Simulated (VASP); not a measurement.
## A VASP study of ZrRe2 (r2SCAN + rVV10): structure first, properties next

What structure and properties does r2SCAN + rVV10 give ZrRe2, and how near are they to the measured ones? The steps: relaxing cell and atoms (r2SCAN + rVV10), single point with fields (r2SCAN + rVV10), bands along the symmetry lines (r2SCAN + rVV10), total and projected DOS (r2SCAN + rVV10), zone-centre phonons (r2SCAN + rVV10), field gradients at the nuclei (r2SCAN + rVV10) and optical spectrum (r2SCAN + rVV10). The start is a cell from a database of measured crystal structures.

Program: VASP 6.6.1. Level of theory: r2SCAN with rVV10; plane waves and PAW (Zr_sv, Re). Results are calculated unless marked as measured.

**What experiment says.**

“Weakly Coupled Type-II Superconductivity in a Laves compound ZrRe2” (2024, arxiv:2407.10268) reports for ZrRe2, hexagonal C14 Laves (MgZn2-type), by powder XRD, Rietveld refinement (arc-melted polycrystal, not annealed, 300 K): lattice constant a 5.2682 ± 0.0005 Å; lattice constant c 8.6304 ± 0.0005 Å.

This is a report of a sequence of runs, with most program output left out.

## Step 1: The structure

Before any relaxation, the start is as follows. The structure is hexagonal, space group P6_3/mmc (No. 194). The conventional cell has a = 5.261 Å, b = 5.261 Å, c = 8.593 Å, α = 90.00°, β = 90.00°, γ = 120.00°. Zr has 12 Re at 3.05 to 3.11 Å and 4 Zr at 3.20 to 3.30 Å nearest. Nearest to Re lie 6 Re at 2.63 to 2.64 Å and 6 Zr at 3.05 to 3.11 Å. Nearest to Re lie 6 Re at 2.63 Å and 6 Zr at 3.08 Å. Farther neighbours are not listed.

Coordinates:

```cif
data_structure
_symmetry_space_group_name_H-M 'P6_3/mmc'
_symmetry_Int_Tables_number 194
_cell_length_a 5.2610
_cell_length_b 5.2610
_cell_length_c 8.5930
_cell_angle_alpha 90.000
_cell_angle_beta 90.000
_cell_angle_gamma 120.000
_cell_volume 205.97
loop_
_atom_site_label
_atom_site_type_symbol
_atom_site_symmetry_multiplicity
_atom_site_Wyckoff_symbol
_atom_site_fract_x
_atom_site_fract_y
_atom_site_fract_z
_atom_site_occupancy
Zr1 Zr 4 f 0.33333 0.66667 0.05800 1
Re1 Re 6 h 0.83300 0.66600 0.25000 1
Re2 Re 2 a 0.00000 0.00000 0.00000 1
```

## Step 2: Relaxing cell and atoms (r2SCAN + rVV10)

The start need not lie at this functional's minimum. ISIF = 3 frees volume, shape and positions, and EDIFFG sets the threshold on forces and stress at which the search stops. r2SCAN adds the kinetic-energy density, costs more than a GGA and is run with LASPH. LUSE_VDW switches on a nonlocal correlation term for dispersion.

The input, INCAR:

```
SYSTEM = ZrRe2
PREC = Accurate
ENCUT = 400
EDIFF = 1E-06
NELM = 100
ISMEAR = 1
SIGMA = 0.2
LREAL = .FALSE.
ALGO = Normal
METAGGA = R2SCAN
LUSE_VDW = .TRUE.
IVDW_NL = 2
BPARAM = 11.95
CPARAM = 0.0093
LASPH = .TRUE.
NBANDS = 64
LORBIT = 11
LWAVE = .FALSE.
LCHARG = .FALSE.
KPAR = 8
IBRION = 2
NSW = 60
ISIF = 3
EDIFFG = -0.01
```

The input, POSCAR:

```
ZrRe2
1.0
    5.2610000000      0.0000000000      0.0000000000
   -2.6305000000      4.5561596493      0.0000000000
    0.0000000000      0.0000000000      8.5930000000
Zr Re
4 8
Direct
    0.3333333333      0.6666666667      0.0580000000
    0.6666666667      0.3333333333      0.5580000000
    0.3333333333      0.6666666667      0.4420000000
    0.6666666667      0.3333333333      0.9420000000
    0.8330000000      0.6660000000      0.2500000000
    0.1670000000      0.8330000000      0.7500000000
    0.3340000000      0.1670000000      0.2500000000
    0.1670000000      0.3340000000      0.7500000000
    0.8330000000      0.1670000000      0.2500000000
    0.6660000000      0.8330000000      0.7500000000
    0.0000000000      0.0000000000      0.0000000000
    0.0000000000      0.0000000000      0.5000000000
```

The input, KPOINTS:

```
Automatic mesh
0
Gamma
6 6 3
0 0 0
```

Potentials, in the order of the species: Zr_sv and Re (PBE family, release 64).

Launch:

```sh
$ mpirun -np 8 vasp_std
```

It took 24 min on 8 MPI ranks of AMD EPYC 9R14 (Zen 4), shared host; peak memory 4.8 GiB; 3 h of CPU time.

The k-mesh is coarse for a metal. The PAW data sets were made with PBE, which is usual practice but a small mismatch for other functionals. The data set Re keeps the semicore shell frozen, which is cheaper and a little less accurate. The run keeps the 24 symmetry operations of its start, so it cannot find a distortion of lower symmetry.

Relaxation path:

| step | energy less that of the first step (eV) | largest force (eV/Å) | pressure (GPa) | volume (Å³) |
| --- | --- | --- | --- | --- |
| 1 | 0.0000 | 1.4617 | 1.89 | 205.97 |
| 2 | 0.0023 | 1.0403 | -5.81 | 212.04 |
| 3 | -0.1763 | 0.2041 | -2.51 | 208.95 |
| 4 | -0.0868 | 0.6925 | 6.23 | 202.75 |
| 5 | -0.1971 | 0.1837 | 0.01 | 207.02 |
| 6 | -0.2019 | 0.1256 | 0.16 | 206.91 |
| 7 | -0.2042 | 0.1280 | 0.48 | 206.68 |
| 8 | -0.2047 | 0.0949 | 0.38 | 206.75 |
| 9 | -0.2052 | 0.0113 | -0.67 | 207.55 |
| 10 | -0.2059 | 0.0478 | -0.23 | 207.20 |
| 11 | -0.2062 | 0.0385 | 0.13 | 206.95 |
| 12 | -0.2064 | 0.0068 | 0.02 | 207.04 |

| conventional cell, symmetrised | before | after | change |
| --- | --- | --- | --- |
| a (Å) | 5.261 | 5.264 | +0.1 % |
| b (Å) | 5.261 | 5.264 | +0.1 % |
| c (Å) | 8.593 | 8.628 | +0.4 % |
| volume (Å³/atom) | 17.16 | 17.25 | +0.5 % |

The atoms that moved most (Å, as changes of fractional coordinates times the final cell):

| atom | dx | dy | dz | length |
| --- | --- | --- | --- | --- |
| Re10 | -0.037 | -0.021 | 0.000 | 0.042 |
| Re7 | 0.037 | 0.021 | 0.000 | 0.042 |
| Re6 | 0.037 | -0.021 | 0.000 | 0.042 |
| Re9 | -0.037 | 0.021 | 0.000 | 0.042 |
| Re5 | 0.000 | -0.042 | 0.000 | 0.042 |
| Re8 | 0.000 | 0.042 | 0.000 | 0.042 |
| Zr2 | 0.000 | 0.000 | 0.030 | 0.030 |
| Zr3 | 0.000 | 0.000 | -0.030 | 0.030 |

Final coordinates:

```cif
data_structure
_symmetry_space_group_name_H-M 'P 1'
_symmetry_Int_Tables_number 1
_cell_length_a 5.2640
_cell_length_b 5.2640
_cell_length_c 8.6276
_cell_angle_alpha 90.000
_cell_angle_beta 90.000
_cell_angle_gamma 120.000
_cell_volume 207.04
loop_
_atom_site_label
_atom_site_type_symbol
_atom_site_fract_x
_atom_site_fract_y
_atom_site_fract_z
_atom_site_occupancy
Zr1 Zr 0.33333 0.66667 0.06146 1
Zr2 Zr 0.66667 0.33333 0.56146 1
Zr3 Zr 0.33333 0.66667 0.43854 1
Zr4 Zr 0.66667 0.33333 0.93854 1
Re5 Re 0.82836 0.65672 0.25000 1
Re6 Re 0.17164 0.82836 0.75000 1
Re7 Re 0.34328 0.17164 0.25000 1
Re8 Re 0.17164 0.34328 0.75000 1
Re9 Re 0.82836 0.17164 0.25000 1
Re10 Re 0.65672 0.82836 0.75000 1
Re11 Re 0.00000 0.00000 0.00000 1
Re12 Re 0.00000 0.00000 0.50000 1
```

Numbers from this step:

```
electrons                       : 104
bands                           : 64
irreducible k points            : 14
symmetry operations             : 24
free energy (TOTEN)             : -513.9739 eV
energy at zero smearing         : -513.9751 eV
Fermi energy                    : 8.636 eV
pressure                        : 0.02386 GPa
metallic                        : yes
SCF cycles over all ionic steps : 122
```

It ends with a largest force of 0.007 eV/Å and a pressure of 0.02 GPa. The volume lies +0.5 % from that of the database's start.

## Step 3: Single point with fields (r2SCAN + rVV10)

The relaxed cell gets a fresh self-consistent run, on a basis set for its own volume, to fix the density and to check the remaining stress.

Edit INCAR of step 2 so:

```diff
@@ -18,7 +18,5 @@
 LWAVE = .FALSE.
-LCHARG = .FALSE.
-KPAR = 8
-IBRION = 2
-NSW = 60
-ISIF = 3
-EDIFFG = -0.01
+LCHARG = .TRUE.
+ISIF = 2
+LELF = .TRUE.
+LVHAR = .TRUE.
```

The input, POSCAR:

```
ZrRe2
1.0
    5.2639672274      0.0000000000      0.0000000000
   -2.6319836137      4.5587293436      0.0000000000
    0.0000000000      0.0000000000      8.6276384315
Zr Re
4 8
Direct
    0.3333333333      0.6666666667      0.0614598214
    0.6666666667      0.3333333333      0.5614598214
    0.3333333333      0.6666666667      0.4385401786
    0.6666666667      0.3333333333      0.9385401786
    0.8283575507      0.6567151014      0.2500000000
    0.1716424493      0.8283575507      0.7500000000
    0.3432848986      0.1716424493      0.2500000000
    0.1716424493      0.3432848986      0.7500000000
    0.8283575507      0.1716424493      0.2500000000
    0.6567151014      0.8283575507      0.7500000000
    0.0000000000      0.0000000000      0.0000000000
    0.0000000000      0.0000000000      0.5000000000
```

KPOINTS is that of step 2.

Launch:

```sh
$ mpirun -np 8 vasp_std
```

Wall time 97 s (8 MPI ranks); peak memory 1.5 GiB; 13 min of CPU time.

This step gave:

- electronic steps: 19
- free energy (TOTEN): -513.9750 eV
- energy at zero smearing: -513.9762 eV
- pressure: 0.02574 GPa

Valence electrons inside each PAW sphere by angular momentum. Sphere charges, by row:

| atom | s (e) | p (e) | d (e) | tot (e) |
| --- | --- | --- | --- | --- |
| Zr1 | 2.188 | 6.017 | 1.478 | 9.684 |
| Zr2 | 2.188 | 6.017 | 1.478 | 9.684 |
| Zr3 | 2.188 | 6.017 | 1.478 | 9.684 |
| Zr4 | 2.188 | 6.017 | 1.478 | 9.684 |
| Re5 | 0.662 | 0.668 | 4.814 | 6.144 |
| Re6 | 0.662 | 0.668 | 4.814 | 6.144 |
| Re7 | 0.662 | 0.668 | 4.814 | 6.144 |
| Re8 | 0.662 | 0.668 | 4.814 | 6.144 |
| Re9 | 0.662 | 0.668 | 4.814 | 6.144 |
| Re10 | 0.662 | 0.668 | 4.814 | 6.144 |
| Re11 | 0.639 | 0.677 | 4.778 | 6.095 |
| Re12 | 0.639 | 0.677 | 4.778 | 6.095 |

Valence density in the ac plane at fractional y = 0.333, with atoms of Zr and Re within 0.2 Å of it. It is the smooth field of the valence electrons, not physical close to the nuclei.

Ten steps, logarithmic in the rise over the least value, from '_' (0.1 e/Å³) to '@' (5.5 e/Å³), each cell a mean:
```
..::::::::....==%%@@@@@@**--..
::::::::::..::++%%@@@@@@##--..
::--------::::==##%%@@%%++::::
--==++++==--::::==****++--::::
==++**++++--::....::::::..::--
++******++==::..________..::--
==++****++==::....____....::--
==++++++==--::::--==++==::::::
--======--::::--**##%%##++::::
::::----::::::==##@@@@%%**--..
..::::::::..::++%%@@@@@@##--..
..::::::......==##%%@@%%**::..
..::::::......::==****++--....
..::::::::......::----::::....
::::::::::::::::::::::::::::::
--::::::::--------------------
==--::::--========----====++==
==--::--==++++++========++++++
==--::----==++++========++++++
--::::::----====--------======
::::::::::::----::::::::::----
::::::::::::::::::::::::::::::
..::::::........--==++==::....
..::::::......--**##%%##++::..
```
Columns run along a (5.3 Å), rows up along c (8.6 Å). Atoms in or near the plane, at fractional coordinates: Zr at (0.67, 0.56), Zr at (0.67, 0.94), Re at (0.17, 0.75).

Electrostatic potential energy in the ac plane at fractional y = 0.333, with atoms of Zr and Re within 0.2 Å of it. With pseudopotentials it is smooth inside the atoms' cores, unlike the true potential.

Ten even steps from '_' (-63 eV) to '@' (2 eV), each cell a mean:
```
@@@@@@@@@@@@@@**::______==%%@@
@@@@@@@@@@@@@@**..______--%%@@
@@@@%%@@@@@@@@##--..__..++%%@@
%%######%%@@@@@@##====++%%@@@@
##**++++**%%@@@@@@%%%%@@@@@@@@
**++====++##@@@@@@@@@@@@@@@@%%
##++====**%%@@@@@@@@@@@@@@@@@@
%%******##%%@@@@%%##**##@@@@@@
@@%%%%%%%%@@@@%%++::..--**@@@@
@@@@@@@@@@@@@@**::______==%%@@
@@@@@@@@@@@@@@**..______--%%@@
@@@@@@@@@@@@@@##--____..++%%@@
@@@@@@@@@@@@@@@@##====++%%@@@@
@@@@@@@@@@@@@@@@@@%%%%@@@@@@@@
@@@@@@@@@@@@@@@@@@@@@@@@@@@@@@
@@@@@@@@@@%%%%%%@@@@@@@@@@%%%%
%%@@@@@@%%######%%@@@@%%%%####
##%%@@@@%%##**####@@@@%%##****
##@@@@@@%%##**##%%@@@@%%######
%%@@@@@@@@%%##%%%%@@@@@@%%%%%%
@@@@@@@@@@@@@@@@@@@@@@@@@@@@@@
@@@@@@@@@@@@@@@@@@@@@@@@@@@@@@
@@@@@@@@@@@@@@@@%%****##@@@@@@
@@@@@@@@@@@@@@%%++::..--**@@@@
```
Columns run along a (5.3 Å; values clipped at the 3rd and 97th percentile), rows up along c (8.6 Å). Atoms in or near the plane, at fractional coordinates: Zr at (0.67, 0.56), Zr at (0.67, 0.94), Re at (0.17, 0.75).

ELF in the ac plane at fractional y = 0.333, with atoms of Zr and Re within 0.2 Å of it. It is the smooth field of the valence electrons, not physical close to the nuclei.

Ten even steps from '0' (0.00) to '9' (0.80), each cell a mean:
```
665565249999723
666665249989723
555555227999524
333333323675224
200013432111243
200003453112554
200003452111353
211123422342233
444444325998324
665665238999623
666665249989723
655565238999513
644456413675225
654456532222246
555555544444445
345543334665433
345532234665432
345532234675432
345532234675432
345532334665432
455544444555444
654456543223356
644456422342235
554455326998414
```
Columns run along a (5.3 Å), rows up along c (8.6 Å). Atoms in or near the plane, at fractional coordinates: Zr at (0.67, 0.56), Zr at (0.67, 0.94), Re at (0.17, 0.75).

In this run the pressure is 0.03 GPa, small enough to go on.

## Step 4: Bands along the symmetry lines (r2SCAN + rVV10)

The mesh alone shows little of the dispersion and can miss band extrema, so KPOINTS_OPT adds a path through the symmetry points after the self-consistent cycle.

Edit INCAR of step 3 so:

```diff
@@ -15,8 +15,6 @@
 LASPH = .TRUE.
-NBANDS = 64
+NBANDS = 80
 LORBIT = 11
 LWAVE = .FALSE.
-LCHARG = .TRUE.
-ISIF = 2
-LELF = .TRUE.
-LVHAR = .TRUE.
+LCHARG = .FALSE.
+KPAR = 8
```

POSCAR is that of step 3.

KPOINTS is that of step 3.

The input, KPOINTS_OPT:

```
Line mode
12
Line-mode
Reciprocal
  0.00000000   0.00000000   0.00000000 GAMMA
  0.50000000   0.00000000   0.00000000 M

  0.50000000   0.00000000   0.00000000 M
  0.33333333   0.33333333   0.00000000 K

  0.33333333   0.33333333   0.00000000 K
  0.00000000   0.00000000   0.00000000 GAMMA

  0.00000000   0.00000000   0.00000000 GAMMA
  0.00000000   0.00000000   0.50000000 A

  0.00000000   0.00000000   0.50000000 A
  0.50000000   0.00000000   0.50000000 L

  0.50000000   0.00000000   0.50000000 L
  0.33333333   0.33333333   0.50000000 H

  0.33333333   0.33333333   0.50000000 H
  0.00000000   0.00000000   0.50000000 A

  0.50000000   0.00000000   0.50000000 L
  0.50000000   0.00000000   0.00000000 M

  0.33333333   0.33333333   0.00000000 K
  0.33333333   0.33333333   0.50000000 H
```

Launch:

```sh
$ mpirun -np 8 vasp_std
```

Wall time 13 min (8 MPI ranks); peak memory 4.9 GiB; 1.8 h of CPU time.

Spin-orbit coupling is off here; with elements this heavy it splits and shifts levels by tenths of an eV or more.

This step gave:

```yaml
electronic_steps: 18
bands: 80
pressure: 0.02121 GPa
```

The electronic bands at the labelled points (eV, zero at the Fermi level; # counts the bands kept):

| point | #33 | #34 | #35 | #36 | #37 | #38 | #39 | #40 |
| --- | --- | --- | --- | --- | --- | --- | --- | --- |
| Γ | 0.09 | 0.09 | 0.28 | 0.30 | 0.30 | 0.69 | 0.69 | 0.78 |
| 0.55 of the way | -0.68 | -0.40 | -0.22 | -0.05 | 0.31 | 0.50 | 0.53 | 0.57 |
| M | -1.90 | -1.58 | -0.07 | 0.31 | 0.45 | 0.69 | 0.77 | 0.78 |
| 0.45 of the way | -1.85 | -1.62 | -0.23 | -0.10 | 0.02 | 0.32 | 0.42 | 0.73 |
| K | -1.59 | -1.54 | -0.38 | -0.34 | -0.34 | -0.20 | -0.20 | 0.53 |
| 0.45 of the way | -0.94 | -0.84 | -0.16 | -0.10 | 0.26 | 0.26 | 0.40 | 0.64 |
| Γ | 0.09 | 0.09 | 0.28 | 0.30 | 0.30 | 0.69 | 0.69 | 0.78 |
| 0.45 of the way | 0.28 | 0.28 | 0.32 | 0.32 | 0.51 | 0.63 | 0.63 | 0.73 |
| A | 0.41 | 0.41 | 0.41 | 0.41 | 0.56 | 0.56 | 0.56 | 0.56 |
| 0.45 of the way | -0.43 | -0.43 | -0.10 | -0.10 | 0.15 | 0.15 | 0.22 | 0.22 |
| L | -0.70 | -0.70 | -0.63 | -0.63 | 0.08 | 0.08 | 0.41 | 0.41 |
| 0.55 of the way | -0.86 | -0.86 | -0.64 | -0.64 | -0.35 | -0.35 | 0.48 | 0.48 |
| H | -0.98 | -0.98 | -0.87 | -0.87 | -0.52 | -0.52 | 0.29 | 0.29 |
| 0.45 of the way | -0.78 | -0.78 | -0.28 | -0.28 | -0.16 | -0.16 | 0.15 | 0.15 |
| A | 0.41 | 0.41 | 0.41 | 0.41 | 0.56 | 0.56 | 0.56 | 0.56 |
| jump to L | -0.70 | -0.70 | -0.63 | -0.63 | 0.08 | 0.08 | 0.41 | 0.41 |
| 0.45 of the way | -1.50 | -1.24 | -0.19 | -0.16 | 0.22 | 0.41 | 0.61 | 0.64 |
| M | -1.90 | -1.58 | -0.07 | 0.31 | 0.45 | 0.69 | 0.77 | 0.78 |
| jump to K | -1.59 | -1.54 | -0.38 | -0.34 | -0.34 | -0.20 | -0.20 | 0.53 |
| 0.45 of the way | -1.39 | -1.32 | -0.57 | -0.57 | -0.50 | 0.07 | 0.07 | 0.21 |
| H | -0.98 | -0.98 | -0.87 | -0.87 | -0.52 | -0.52 | 0.29 | 0.29 |

The largest weight of each band there:

| point | #33 | #34 | #35 | #36 | #37 | #38 | #39 | #40 |
| --- | --- | --- | --- | --- | --- | --- | --- | --- |
| Γ | Re 0.67 | Re 0.67 | Re 0.54 | Re 0.71 | Re 0.72 | Re 0.62 | Re 0.62 | Zr 0.64 |
| M | Re 0.92 | Re 0.94 | Re 0.94 | Re 0.67 | Re 0.69 | Re 0.95 | Zr 0.58 | Re 0.51 |
| K | Re 0.99 | Re 0.61 | Re 0.89 | Re 0.69 | Re 0.69 | Re 0.83 | Re 0.83 | Re 0.79 |
| Γ | Re 0.67 | Re 0.67 | Re 0.54 | Re 0.71 | Re 0.71 | Re 0.62 | Re 0.62 | Zr 0.64 |
| A | Re 0.63 | Re 0.63 | Re 0.63 | Re 0.63 | Re 0.67 | Re 0.67 | Re 0.67 | Re 0.67 |
| L | Re 0.80 | Re 0.80 | Re 0.85 | Re 0.85 | Re 0.90 | Re 0.90 | Re 0.79 | Re 0.79 |

There is no gap at this level.

## Step 5: Total and projected DOS (r2SCAN + rVV10)

A density of states needs more k-points than a total energy; ISMEAR = -5 takes tetrahedra, and LORBIT projects the states on the PAW spheres. The mesh is finer than in the run before.

Edit INCAR of step 4 so:

```diff
@@ -5,3 +5,3 @@
 NELM = 100
-ISMEAR = 1
+ISMEAR = -5
 SIGMA = 0.2
@@ -20 +20,2 @@
 KPAR = 8
+NEDOS = 2001
```

POSCAR is that of step 4.

The input, KPOINTS:

```
Automatic mesh
0
Gamma
9 9 5
0 0 0
```

Launch:

```sh
$ mpirun -np 8 vasp_std
```

The job ended after 6 min (8 MPI ranks; peak memory 6 GiB; 43 min of CPU time).

With tetrahedra the forces and stress of a metal are not exact derivatives of the energy.

Numbers from this step:

- electronic steps: 17
- irreducible k points: 36
- free energy (TOTEN): -513.9879 eV
- Fermi energy: 8.616 eV
- pressure: -0.01827 GPa
- DOS at the Fermi level: 9.062 states/eV/cell

The density of states has structure finer than the step of the table below, so its rows give means over 0.5 eV, whole bins alone (the curve runs from -12.0 to 0.226 eV). Peaks (eV: height): total -5.78: 19.8, -4.85: 15.1, -3.56: 25.8, -2.54: 16.3; Re d -5.78: 6.76, -4.85: 7.90, -3.56: 17.5, -2.82: 8.98; Zr d -5.78: 0.962, -3.56: 1.49, -2.18: 2.05, -1.71: 2.12; Re p -5.78: 1.20, -3.56: 0.995, -2.18: 1.97, -1.71: 1.89; Re s -7.35: 1.27, -5.78: 5.38.

States under -12.0 eV and over 0.2 eV are left out. Density of states against energy, zero at the Fermi level; means over each step; values in states/eV/cell:

| energy (eV) | total | Re d | Zr d | Re p | Re s | Zr p | Zr s |
| --- | --- | --- | --- | --- | --- | --- | --- |
| -10.0 | 0 | 0 | 0 | 0 | 0 | 0 | 0 |
| -9.5 | 0.0114 | 0.00115 | 0 | 5.9e-5 | 0.00670 | 3.7e-6 | 5.8e-4 |
| -9.0 | 0.419 | 0.0462 | 2.3e-4 | 0.00758 | 0.243 | 0.00159 | 0.0192 |
| -8.5 | 0.792 | 0.0981 | 0.00201 | 0.0280 | 0.446 | 0.00572 | 0.0303 |
| -8.0 | 1.32 | 0.209 | 0.00757 | 0.0684 | 0.715 | 0.0141 | 0.0349 |
| -7.5 | 2.25 | 0.417 | 0.0240 | 0.150 | 1.17 | 0.0296 | 0.0327 |
| -7.0 | 1.90 | 0.413 | 0.0379 | 0.147 | 0.920 | 0.0247 | 0.0146 |
| -6.5 | 1.54 | 0.545 | 0.0389 | 0.0974 | 0.508 | 0.0139 | 0.0325 |
| -6.0 | 5.61 | 2.46 | 0.216 | 0.276 | 1.21 | 0.0382 | 0.158 |
| -5.5 | 7.96 | 3.63 | 0.430 | 0.374 | 1.46 | 0.0409 | 0.212 |
| -5.0 | 12.3 | 6.44 | 0.624 | 0.580 | 1.11 | 0.0780 | 0.440 |
| -4.5 | 9.67 | 5.62 | 0.482 | 0.474 | 0.583 | 0.0996 | 0.211 |
| -4.0 | 9.75 | 6.59 | 0.447 | 0.330 | 0.352 | 0.138 | 0.0334 |
| -3.5 | 18.1 | 12.3 | 1.02 | 0.732 | 0.458 | 0.200 | 0.0653 |
| -3.0 | 12.8 | 8.03 | 0.962 | 0.876 | 0.286 | 0.119 | 0.0776 |
| -2.5 | 14.9 | 8.04 | 1.73 | 1.43 | 0.304 | 0.149 | 0.0791 |
| -2.0 | 14.0 | 6.72 | 1.78 | 1.70 | 0.251 | 0.207 | 0.0588 |
| -1.5 | 11.6 | 5.12 | 1.53 | 1.55 | 0.195 | 0.227 | 0.0463 |
| -1.0 | 7.50 | 3.59 | 0.963 | 1.04 | 0.0993 | 0.104 | 0.0223 |
| -0.5 | 6.38 | 3.51 | 0.871 | 0.579 | 0.0503 | 0.0581 | 0.0191 |

Force by atom:

| atom | x (eV/Å) | y (eV/Å) | z (eV/Å) | size |
| --- | --- | --- | --- | --- |
| Zr1 | 0.0000 | 0.0000 | 0.0534 | 0.0534 |
| Zr2 | 0.0000 | 0.0000 | 0.0534 | 0.0534 |
| Zr3 | 0.0000 | 0.0000 | -0.0534 | 0.0534 |
| Zr4 | 0.0000 | 0.0000 | -0.0534 | 0.0534 |
| Re5 | 0.0000 | -0.0215 | 0.0000 | 0.0215 |
| Re6 | 0.0186 | -0.0107 | 0.0000 | 0.0215 |
| Re7 | 0.0186 | 0.0107 | 0.0000 | 0.0215 |
| Re8 | 0.0000 | 0.0215 | 0.0000 | 0.0215 |
| Re9 | -0.0186 | 0.0107 | 0.0000 | 0.0215 |
| Re10 | -0.0186 | -0.0107 | 0.0000 | 0.0215 |
| Re11 | 0.0000 | 0.0000 | 0.0000 | 0.0000 |
| Re12 | 0.0000 | 0.0000 | 0.0000 | 0.0000 |

The finer mesh and the other smearing move the Fermi level by -0.02 eV from the 6×6×3 run, a small shift, which tests the Fermi level alone. Of the states within 0.3 eV of the Fermi level, the largest shares in the PAW spheres are Re d 57 %, Zr d 18 % and Re p 5 %. The rest lies in smaller channels or between the spheres.

(Part 1 of 2 ends here.)

[Lines on the potential files, build, host, timing and source positions are cut from VASP's logs without a mark.]

[Logs are printed without paths, hosts, clocks, repeated set-up lines and the standing remarks that a program may print on its own settings, such as how far it seeks lower states.]

[Hosts, paths, dates, database ids (printed as entryN), source tags and the programs' standing remarks are cut or masked in the printed files.]

[Measured values are set beside computed ones only where the two were judged alike; some that the calculation misses by far are left out.]

[In band tables of VASP the shares of atoms and orbitals are scaled to a sum of 1 inside the atoms' spheres.]
